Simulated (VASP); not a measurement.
A convergence study with VASP on C (graphite): one setting is varied, all else stays as given below, so the limit is that of these other settings.

```
CELL_PARAMETERS angstrom
      1.23000    -2.13042     0.00000
      1.23000     2.13042     0.00000
      0.00000     0.00000     6.71000
ATOMIC_POSITIONS crystal
  C  0.00000 0.00000 0.25000
  C  0.00000 0.00000 0.75000
  C  0.33333 0.66667 0.25000
  C  0.66667 0.33333 0.75000
```

Computed with PBE GGA, VASP's PBE PAW potentials (set 64) (plane waves; VASP). The tightest run used: 700 eV cut-off, 20×20×6 Monkhorst-Pack mesh, first-order Methfessel-Paxton smearing of 0.10 eV, potentials C.

### Question
The settings run are 1×1×1 mesh; 2×2×1 mesh; 3×3×1 mesh; 4×4×1 mesh; 5×5×2 mesh; 6×6×2 mesh; 7×7×2 mesh; 8×8×2 mesh; 9×9×3 mesh; 10×10×3 mesh; 11×11×3 mesh; 12×12×4 mesh; 13×13×4 mesh; 14×14×4 mesh; 15×15×5 mesh; 16×16×5 mesh; 17×17×5 mesh; 18×18×6 mesh; 19×19×6 mesh; 20×20×6 mesh. From which on does the energy per atom stay within 0.002 eV/atom of the tightest run?

### Answer
From 10×10×3 mesh on: it is off by 0.0002 there and by no more than 0.002 in any finer run, while 9×9×3 mesh is off by 0.0045.
```
setting       E (eV/atom)  pressure (GPa)  irreducible k-points  difference judged (eV/atom)
------------  -----------  --------------  --------------------  ---------------------------
1×1×1 mesh        -5.7007           30.26                     1                       3.5169
2×2×1 mesh        -9.5442           -0.44                     2                       0.3266
3×3×1 mesh        -8.9670            5.31                     3                       0.2506
4×4×1 mesh        -9.1920            3.89                     6                       0.0256
5×5×2 mesh        -9.2086            3.04                     5                       0.0091
6×6×2 mesh        -9.2219            2.92                    12                       0.0042
7×7×2 mesh        -9.2231            2.89                     8                       0.0055
8×8×2 mesh        -9.2178            2.97                    20                       0.0002
9×9×3 mesh        -9.2131            3.01                    24                       0.0045
10×10×3 mesh      -9.2175            2.96                    60                       0.0002
11×11×3 mesh      -9.2184            2.95                    32                       0.0007
12×12×4 mesh      -9.2182            2.96                    84                       0.0005
13×13×4 mesh      -9.2182            2.97                    42                       0.0005
14×14×4 mesh      -9.2176            2.97                   112                       0.0001
15×15×5 mesh      -9.2170            2.97                    81                       0.0006
16×16×5 mesh      -9.2177            2.96                   216                       0.0001
17×17×5 mesh      -9.2180            2.96                    99                       0.0003
18×18×6 mesh      -9.2178            2.97                   270                       0.0002
19×19×6 mesh      -9.2178            2.97                   120                       0.0001
20×20×6 mesh      -9.2176            2.97                   330                       0.0000
```

Left out are rungs that failed or repeat a setting and relaxations that didn't move; long series are thinned to 24 rows.

The compound is C in the graphite structure. The cell was not relaxed at this level.
